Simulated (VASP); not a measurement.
An input for Quantum ESPRESSO's pw.x (written as the equivalent of a VASP run, and not itself run):

```
&CONTROL
  calculation = 'vc-relax'
  pseudo_dir = './pseudo'
  outdir = './out'
  tprnfor = .true.
  tstress = .true.
  nstep = 40
  forc_conv_thr = 0.00078
/
&SYSTEM
  ibrav = 0
  nat = 2
  ntyp = 2
  ecutwfc = 98
  occupations = 'smearing'
  smearing = 'methfessel-paxton'
  degauss = 0.00735
  input_dft = 'pz'
/
&ELECTRONS
  conv_thr = 7.3e-08
  electron_maxstep = 100
/
&IONS
/
&CELL
  press = 200
/
ATOMIC_SPECIES
  Al 26.982 Al.upf
  Ni 58.693 Ni.upf
CELL_PARAMETERS angstrom
     2.7517148    0.0000000    0.0000000
     0.0000000    2.7517148    0.0000000
    -0.0000000   -0.0000000    2.7517148
ATOMIC_POSITIONS crystal
  Al   0.5000000  0.5000000  0.5000000
  Ni   0.0000000  0.0000000  0.0000000
K_POINTS automatic
  13 13 13 0 0 0
```

Problem. Write the VASP files for the same calculation (LDA).

Solution. One answer among several that fit: 
KPOINTS:
```
Automatic mesh
0
Gamma
13 13 13
0 0 0
```

**POSCAR**
```
NiAl
1
    2.7517148031     0.0000000000     0.0000000000
    0.0000000000     2.7517148031     0.0000000000
   -0.0000000000    -0.0000000000     2.7517148031
Al Ni
1 1
Direct
  0.5000000000   0.5000000000   0.5000000000
  0.0000000000   0.0000000000   0.0000000000
```

### INCAR
```
SYSTEM = NiAl
PREC = Accurate
ENCUT = 500
EDIFF = 1E-6
NELM = 100
ALGO = Normal
LREAL = .FALSE.
LASPH = .TRUE.
ISMEAR = 1
SIGMA = 0.1
LMAXMIX = 4
LWAVE = .FALSE.
LCHARG = .FALSE.
IBRION = 2
ISIF = 3
NSW = 40
EDIFFG = -0.02
PSTRESS = 200
```

POTCAR, in this order: Al Ni (LDA.64 set). Program: vasp_std.

What does not carry over: the potentials are each code's own (VASP's PAW set, PseudoDojo norm-conserving files in pw.x), so ENCUT and ecutwfc are chosen apart and not converted; conv_thr bounds pw.x's estimated SCF error, while EDIFF bounds the energy change between steps; forc_conv_thr acts on force components and is met together with etot_conv_thr.

The compound is NiAl in the CsCl type structure. It was relaxed first under an external pressure of 20 GPa.
